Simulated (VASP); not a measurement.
Given:

```
CELL_PARAMETERS angstrom
      0.00000     2.53204     2.53204
      2.53204     0.00000     2.53204
      2.53204     2.53204     0.00000
ATOMIC_POSITIONS crystal
  Hf 0.00000 0.00000 0.00000
  O  0.25000 0.25000 0.25000
  O  0.75000 0.75000 0.75000
```

Method: optB88-vdW, VASP's PBE PAW potentials (set 64) (plane waves; VASP 6.6.1). Run with 520 eV cut-off, 8×8×8 Γ-centred mesh, tetrahedra with Blöchl corrections, potentials Hf_pv O.

Unless said otherwise, spin-orbit coupling is left out, though it shifts the bands of the heavy elements here.

Q: What does the run give for the energy per atom (σ→0), band gap (on the k-mesh) with the smallest direct gap where there is one?

A: 
```yaml
band gap (on the k-mesh): 3.81 eV
smallest direct gap (on the k-mesh): 3.81 eV
energy per atom (σ→0): -802.0 kJ/mol of atoms
```

Only differences to runs with the same potentials and settings are physical.

The compound is HfO2 in the fluorite structure, the high-temperature cubic form, which is unstable at 0 K; the monoclinic form is the stable one. It was relaxed first.
